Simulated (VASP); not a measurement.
Energy against volume of KMgF$_{3}$ (cubic perovskite). Computed with PBEsol GGA, VASP's PBE PAW potentials (set 64) (plane waves; VASP). Run with 520 eV cut-off, 6×6×6 Γ-centred mesh, Gaussian smearing of 0.050 eV, potentials K_sv Mg F.

```csv
V (Å³/atom),E (eV/atom)
12.279,-5.04903
12.659,-5.05257
13.039,-5.05075
13.419,-5.04446
```

Problem. Fit these four points and predict the energy of the run at 11.900 Å³/atom.

Solution. A cubic in V^(−2/3), the third-order Birch-Murnaghan form, passes through the four points with V0 = 12.71 Å³/atom and B0 = 74 GPa, and gives -5.0391 eV/atom there. The run gave -5.0393 eV/atom, -0.2 meV/atom from the fit; all five points give B0 = 73 GPa.

The compound is KMgF3 in the cubic perovskite structure. It was relaxed first.
